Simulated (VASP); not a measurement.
Here is the system:

```
AlCl3
1.0
    4.48777     0.00000     0.00000
    0.00000     4.48777     0.00000
    0.00000     0.00000     4.48777
Al Cl
1 3
Cartesian
  0.00000   0.00000   0.00000
  2.24389   0.00000   0.00000
  0.00000   0.00000   2.24389
  0.00000   2.24389   0.00000
```

All values below come from PBE GGA, VASP's PBE PAW potentials (set 64) (plane waves; VASP). Run with 300 eV cut-off, 8×8×8 Γ-centred mesh, Fermi-Dirac smearing of 0.050 eV, potentials Al Cl.

Q: Give the energies of bands 4 to 15 at the high-symmetry points, in eV from the valence-band maximum.

A: 
```csv
band,Γ,X,M,R
4,-5.51,-5.20,-6.84,-8.56
5,-5.51,-5.20,-4.85,-3.61
6,-5.51,-5.09,-3.69,-3.61
7,-1.22,-2.49,-2.46,-3.61
8,-1.22,-2.01,-2.01,-2.44
9,-1.22,-2.01,-2.01,-2.44
10,-0.96,-1.52,-1.96,0.00
11,-0.96,-1.05,-1.96,0.00
12,-0.96,-1.05,-0.01,0.00
13,1.18,4.33,6.53,5.54
14,6.46,7.09,6.53,5.54
15,7.12,7.44,6.96,5.54
```

The gap is indirect, 1.18 eV, from the valence maximum at R to the conduction minimum at Γ.

The structure was generated: AlCl3 was put into an ordered model structure (Pm-3m), which need not be its known phase. The cell was not relaxed at this level.
